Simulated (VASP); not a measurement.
Data:

```yaml
crystal:
  lattice:
    - [0.00000, 3.24346, 3.24346]
    - [3.24346, 0.00000, 3.24346]
    - [3.24346, 3.24346, 0.00000]
  atoms:
    - { symbol: Na, position: [0.25000, 0.25000, 0.25000] }
    - { symbol: Na, position: [0.75000, 0.75000, 0.75000] }
    - { symbol: S, position: [0.00000, 0.00000, 0.00000] }
```

The numbers are results of SCAN meta-GGA, VASP's PBE PAW potentials (set 64) (plane waves; VASP), not measurements. Run with 520 eV cut-off, 7×7×7 Γ-centred mesh, tetrahedra with Blöchl corrections, potentials Na_pv S.

**Question.** Give the energies of bands 8 to 13 at the high-symmetry points, in eV from the valence-band maximum.

**Answer.** 
```tsv
band	Γ	X	U	L	W
8	0.00	-1.46	-1.22	-1.65	-1.01
9	0.00	-0.46	-0.93	-0.13	-1.01
10	0.00	-0.46	-0.35	-0.13	-0.58
11	3.11	4.18	4.91	5.57	5.16
12	8.48	6.76	7.19	6.98	7.98
13	8.48	9.44	8.77	7.70	8.05
```

The gap is direct, 3.11 eV, from the valence maximum at Γ to the conduction minimum at Γ.

The compound is Na2S in the antifluorite structure. It was relaxed first.
